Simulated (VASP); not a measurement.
Input:

```yaml
crystal:
  lattice:
    - [0.00000, 2.32744, 2.32744]
    - [2.32744, 0.00000, 2.32744]
    - [2.32744, 2.32744, 0.00000]
  atoms:
    - { symbol: Cd, position: [0.00000, 0.00000, 0.00000] }
    - { symbol: O, position: [0.50000, 0.50000, 0.50000] }
```

The numbers are results of LDA (Ceperley-Alder, Perdew-Zunger) with spin-orbit coupling, VASP's LDA PAW potentials (set 64) (plane waves; VASP), not measurements. Numerical set-up: 520 eV cut-off, 12×12×12 Γ-centred mesh, Gaussian smearing of 0.050 eV, potentials Cd O.

Task: Give the energies of bands 7 to 20 at the high-symmetry points, in eV from the Fermi level.

Result: 
```
band      Γ      X      U      L      W
----  -----  -----  -----  -----  -----
7     -6.53  -6.20  -6.67  -7.34  -6.80
8     -6.53  -6.20  -6.67  -7.34  -6.80
9     -6.30  -5.78  -6.12  -6.20  -6.14
10    -6.30  -5.78  -6.12  -6.20  -6.14
11    -6.30  -5.48  -5.84  -6.10  -5.59
12    -6.30  -5.48  -5.84  -6.10  -5.59
13    -1.59  -4.71  -3.65  -3.96  -3.26
14    -1.59  -4.71  -3.65  -3.96  -3.26
15    -1.52  -2.62  -3.09  -0.07  -3.23
16    -1.52  -2.62  -3.09  -0.07  -3.23
17    -1.52  -2.54  -1.41  -0.03  -2.04
18    -1.52  -2.54  -1.41  -0.03  -2.04
19    -0.51   3.71   5.31   4.22   5.92
20    -0.51   3.71   5.31   4.22   5.92
```

It has no gap at this level: it comes out as a metal or semimetal.

The compound is CdO in the rock salt structure. It was relaxed first.
